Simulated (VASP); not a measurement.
Set up this calculation in VASP 6.6.1, as the native input.

* Task: single point
* Functional: PBE
* Dispersion: D3(BJ)
* Potentials or basis: VASP PAW PBE potentials, release 64 (O, H, Ag, F)
* Cutoff: 520 eV
* k mesh: 1 × 1 × 1
* Occupations: fermi-dirac, width 0.05 eV
* Spin: no spin polarisation
* Dipole correction: no
* Further INCAR settings: LREAL = Auto; ALGO = Normal; EDIFF = 1e-06; NBANDS = 49

The structure of AgH12O6F lies in POSCAR:

```
AgH12O6F
1.0
    6.0731780000      0.0000000000      0.0000000000
    0.0000000000      6.0731780000      0.0000000000
    0.0000000000      0.0000000000      6.0731780000
O H Ag F
6 12 1 1
Direct
    0.2202471260      0.3791260523      0.8671901268
    0.9154185832      0.6175514698      0.2576739888
    0.5500085787      0.3115337637      0.5848997016
    0.1701580293     -0.0862645554      0.4366083128
    0.4435239672      0.7259296533      0.1177307828
    0.9226470886      0.1305247434      0.7073067840
    0.3413698726      0.3355574297      0.7631918577
    0.2754571001      0.4772789469      0.9857277360
    0.8247411816      0.6402743341      0.1250251516
    0.7923528670      0.5894113428      0.3555798957
    0.6978389239      0.2524543163      0.6301478402
    0.4756158967      0.2073543703      0.4811154885
    0.0690083511     -0.0083317169      0.5508318709
    0.0628995231     -0.1787038022      0.3593011764
    0.3466883401      0.8532929547      0.1316114891
    0.5438009556      0.7717870281     -0.0086445680
    1.0080883518      0.2177113860      0.8130339667
    0.8439074238     -0.0024040132      0.7813701492
    0.4716476283      0.7384930921      0.5624567566
    0.7245465224      0.7668637409      0.8219749199
```

The cell was built by a generator and needn't be a form met in nature.

The input as run:

INCAR

```
ALGO = Normal
EDIFF = 1E-6
ENCUT = 520
GGA = PE
ISIF = 2
ISMEAR = -1
IVDW = 12
LASPH = True
LCHARG = False
LREAL = Auto
LWAVE = False
NBANDS = 49
NELM = 100
PREC = Accurate
SIGMA = 0.05
```

KPOINTS

```
k-points
0
Gamma
  1 1 1
```

Potentials or basis: VASP PAW PBE potentials, release 64 (O, H, Ag, F).

Launch:

```console
$ cat potpaw_PBE.64/O/POTCAR potpaw_PBE.64/H/POTCAR potpaw_PBE.64/Ag/POTCAR potpaw_PBE.64/F/POTCAR > POTCAR
$ mpirun -np 1 vasp_gam > vasp.out
```

It gave:

```json
{"Pressure": "-0.7 GPa", "Largest force": "2.313 eV/Å", "Band gap on the k mesh": "3.26 eV, direct", "Dispersion energy per atom": "-0.045 eV"}
```

Wall time 25 s on 1 thread of Intel(R) Xeon(R) Platinum 8488C (Sapphire Rapids) (shared host), peak memory 0.32 GiB.
